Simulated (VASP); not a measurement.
The system is Co.

```
Co
1.0
     2.50700    0.00000    0.00000
    -1.25350    2.17113    0.00000
     0.00000    0.00000    4.07000
Co
2
Direct
  0.33333 0.66667 0.25000
  0.66667 0.33333 0.75000
```

```yaml
Program: VASP 6.6.1
Task: relaxation of cell and atoms
Functional: PBEsol
Potentials_or_basis: VASP PAW PBE potentials, release 64 (Co)
Cutoff: 600 eV
k_mesh: 21 × 21 × 10
Occupations: gaussian, width 0.1 eV
Spin: no spin polarisation
```

At the start: pressure -25.2 GPa; volume 11.08 Å³/atom.

Q: How do energy, volume and symmetry change on relaxing?

A: Over 11 steps the energy falls by 107.2 meV/atom and the volume is 9.86 Å³/atom (-11.0 %); space group P6_3/mmc (No. 194, to 0.05 Å).

Step by step:
```
step  energy change (eV)  largest force (eV/Å)  pressure (GPa)  volume (Å³)
   1              0.0000                0.0000          -25.19        22.15
   2              0.2245                0.0000           59.94        17.02
   3             -0.2139                0.0000           -1.19        19.81
   4             -0.2142                0.0000           -0.15        19.74
   5             -0.2142                0.0000            0.42        19.69
   6             -0.2144                0.0000           -0.39        19.76
   7             -0.2144                0.0000           -0.16        19.74
   8             -0.2144                0.0000           -0.27        19.75
   9             -0.2144                0.0000           -0.25        19.74
  10             -0.2144                0.0000            0.12        19.72
  11             -0.2144                0.0000            0.05        19.73
```

Final structure:
```
CELL_PARAMETERS angstrom
2.41744 0.00000 0.00000
-1.20872 2.09356 0.00000
0.00000 0.00000 3.89770
ATOMIC_POSITIONS crystal
Co 0.33333 0.66667 0.25000
Co 0.66667 0.33333 0.75000
```

Caveat: the PAW data sets were made with another functional, which shifts forces and pressure a little; the run has no spin polarisation, though such a crystal can be magnetic.
